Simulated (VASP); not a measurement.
These are PBE GGA, VASP's PBE PAW potentials (set 64) (plane waves; VASP 6.6.1) values and carry that method's errors.

A VASP calculation is set up with these files.

File POSCAR:
```
BAs
1
   -0.0000000000     2.4082251639     2.4082251639
    2.4082251639    -0.0000000000     2.4082251639
    2.4082251639     2.4082251639    -0.0000000000
B As
1 1
Direct
  0.2500000000   0.2500000000   0.2500000000
  0.0000000000   0.0000000000   0.0000000000
```

### INCAR
```
EDIFF = 1E-6   ! SCF stop (eV)
LASPH = .True.
SIGMA = 0.05
SYSTEM = BAs
ENCUT = 500
ICHARG = 11   ! fixed density
ALGO = Normal   ! blocked Davidson
GGA = PE
LCHARG = .False.
LMAXMIX = 4
ISMEAR = 0
NELM = 100
LWAVE = .False.
PREC = Accurate
LREAL = .False.
```

KPOINTS:
```
k-points along high-symmetry lines
15
Line-mode
Reciprocal
  0.000000   0.000000   0.000000 ! GAMMA
 -0.500000  -0.500000   0.000000 ! X

 -0.500000  -0.500000   0.000000 ! X
 -0.375000  -0.375000   0.250000 ! U

 -0.375000   0.000000   0.375000 ! K
  0.000000   0.000000   0.000000 ! GAMMA

  0.000000   0.000000   0.000000 ! GAMMA
  0.000000   0.000000   0.500000 ! L

  0.000000   0.000000   0.500000 ! L
 -0.500000  -0.250000   0.250000 ! W

 -0.500000  -0.250000   0.250000 ! W
 -0.500000  -0.500000   0.000000 ! X
```

POTCAR, in this order: B As (PBE.64 set). Program: vasp_std. Read from the step before: CHGCAR.

What VASP printed:

File OSZICAR:
```
       N       E                     dE             d eps       ncg     rms          rms(c)
DAV:   1     0.110598108751E+02    0.11060E+02   -0.38554E+03  1440   0.837E+02
DAV:   2    -0.912090319532E+01   -0.20181E+02   -0.18928E+02  2304   0.986E+01
DAV:   3    -0.938984481272E+01   -0.26894E+00   -0.26894E+00  1688   0.134E+01
DAV:   4    -0.939022988105E+01   -0.38507E-03   -0.38507E-03  2168   0.531E-01
DAV:   5    -0.939023008610E+01   -0.20506E-06   -0.20506E-06  1696   0.837E-03
DAV:   6    -0.939023008719E+01   -0.10857E-08   -0.10857E-08  2064   0.407E-04
   1 F= -.93902301E+01 E0= -.93902301E+01  d E =-.100685E-17
```

**OUTCAR**
```
 val. band max:        5.8569326828   @ k =   0.0000   0.0000   0.0000

 cond. band min:       7.0581332190   @ k =  -0.3929  -0.3929   0.0000



 k-point     1 :       0.0000    0.0000    0.0000
  band No.  band energies     occupation
      1      -9.3216      2.00000
      2       5.8569      2.00000
      3       5.8569      2.00000
      4       5.8569      2.00000
      5       9.1028      0.00000
      6       9.1028      0.00000
      7       9.1028      0.00000
      8      10.2321      0.00000

 k-point     2 :      -0.0357   -0.0357    0.0000
  band No.  band energies     occupation
      1      -9.2942      2.00000
      2       5.7055      2.00000
      3       5.7246      2.00000
      4       5.7246      2.00000
      5       9.0154      0.00000
      6       9.2650      0.00000
      7       9.2650      0.00000
      8      10.3833      0.00000

 k-point     3 :      -0.0714   -0.0714    0.0000
  band No.  band energies     occupation
      1      -9.2121      2.00000
      2       5.2969      2.00000
      3       5.3902      2.00000
      4       5.3902      2.00000
      5       8.8122      0.00000
      6       9.6885      0.00000
      7       9.6885      0.00000
      8      10.7300      0.00000

 k-point     4 :      -0.1071   -0.1071    0.0000
  band No.  band energies     occupation
      1      -9.0758      2.00000
      2       4.7192      2.00000
      3       4.9583      2.00000
      4       4.9583      2.00000
      5       8.5575      0.00000
      6      10.2674      0.00000
      7      10.2674      0.00000
      8      11.0996      0.00000

 k-point     5 :      -0.1429   -0.1429    0.0000
  band No.  band energies     occupation
      1      -8.8858      2.00000
      2       4.0427      2.00000
      3       4.4973      2.00000
      4       4.4973      2.00000
      5       8.2822      0.00000
      6      10.9311      0.00000
      7      10.9311      0.00000
      8      11.3240      0.00000
...
```

The density is held fixed in this step, so its total energy and stress have no physical meaning.

The structure comes from a computed database's BAs entry (F-43m); how it stands against other phases isn't given here. It was relaxed first.
